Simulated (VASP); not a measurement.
Input of a VASP 6.6.1 run:

INCAR

```
PREC     = Accurate       # precision mode
ENCUT    = 520            # plane-wave cutoff, eV
EDIFF    = 1E-6           # SCF threshold, eV
ISMEAR   = -1             # smearing method
SIGMA    = 0.05           # smearing width, eV
LREAL    = Auto         
LASPH    = T              # aspherical terms in the spheres
NELM     = 60             # most SCF steps
ALGO     = Normal         # electronic algorithm
ISIF     = 2              # what is computed and relaxed
LWAVE    = F              # write WAVECAR
LCHARG   = F              # write CHGCAR
GGA      = PE             # functional
IVDW     = 12             # dispersion correction
NBANDS   = 75             # bands
```

Contents of KPOINTS:

```
regular mesh
0
Gamma
  1 1 1
```

The input POSCAR:

```
H2CS2
1.0
    8.8874880000      0.0000000000      0.0000000000
    0.0000000000      8.8874880000      0.0000000000
    0.0000000000      0.0000000000      8.8874880000
H S C
12 12 6
Direct
    0.0868074309      0.9704879489      0.2916572152
    0.0095190002      1.0038382049      0.3032577934
    0.5955451079      0.1955333161      0.6470332224
    0.6057729698      0.1833701491      0.7335593590
    0.1474432371      0.1704756170      0.0416653165
    0.1141604917      0.1227005876      0.1017272822
    0.9795231228      0.2087091426      0.7702176363
    0.9100321711      0.1587400174      0.7644567284
    0.7208898622      0.9899647684      0.3865884263
    0.8022514348      0.9563219663      0.4156517567
    0.8730250888      0.7748983740      1.0441083015
    0.9422122426      0.7606536290      1.0918720790
    0.2514096222      0.6384931265      0.1998652488
    0.2003265715      0.5239500745     -0.1299242261
    0.5661554761      0.8682318333      0.1621042976
    0.6431288571      0.8702684043     -0.1734685886
    0.4802481871      0.2846023533      0.3804449581
    0.4783241339      0.2267569869      0.0378734689
    0.5478938481      0.5547011709      0.7412893272
    0.7559391360      0.6217954950      0.4668135698
    0.2143125257      0.9673599559      0.7933175268
    0.3416150885      0.8689069397      0.4789092261
    1.0527159080      0.3632747521      0.4006643947
    0.8272416233      0.3223182974      0.1428187582
    0.2288385650      0.5769234231      0.0314262028
    0.6025999698      0.8846594223     -0.0038481065
    0.4755674494      0.2644391756      0.2107907206
    0.6420036798      0.5936435582      0.5982455335
    0.2779975624      0.9022909511      0.6368616194
    0.9343922602      0.3479723404      0.2722141510
```

Potentials or basis: VASP PAW PBE potentials, release 64 (H, S, C).

Run with:

```sh
$ cat potpaw_PBE.64/H/POTCAR potpaw_PBE.64/S/POTCAR potpaw_PBE.64/C/POTCAR > POTCAR
$ mpirun -np 1 vasp_gam > vasp.out
```

Q: Predict the largest force.

A: 3.071 eV/Å.

Q: Predict the dispersion energy per atom.

A: -0.085 eV.

Q: Predict the band gap on the k mesh.

A: 2.83 eV, direct.

Forces in eV/Å, atoms in the order of the input:
```
H   -0.149  0.025  0.055
H    0.138 -0.077 -0.018
H    0.119 -0.082  0.844
H   -0.101  0.118 -0.829
H    0.105  0.151 -0.157
H   -0.082 -0.112  0.106
H   -0.341 -0.194 -0.027
H    0.266  0.239  0.025
H    1.506 -0.511  0.586
H   -1.467  0.669 -0.406
H    0.236 -0.067  0.113
H   -0.141  0.017 -0.106
S   -0.205 -0.773 -2.000
S   -0.246 -0.403 -0.972
S   -0.465 -0.072  1.958
S    0.121  0.754  0.023
S   -0.120  0.375  1.832
S   -0.283  0.581  0.484
S   -0.124 -0.168 -0.484
S   -0.614  0.133  0.263
S    0.765 -1.149 -1.777
S    0.248 -0.422 -0.382
S    0.008  0.023  0.179
S   -1.475 -0.148 -1.683
C    0.234  1.116  2.851
C    0.505 -0.465 -1.817
C    0.089 -0.708 -2.482
C    0.686 -0.466 -0.045
C   -0.922  1.581  2.265
C    1.710  0.038  1.602
```
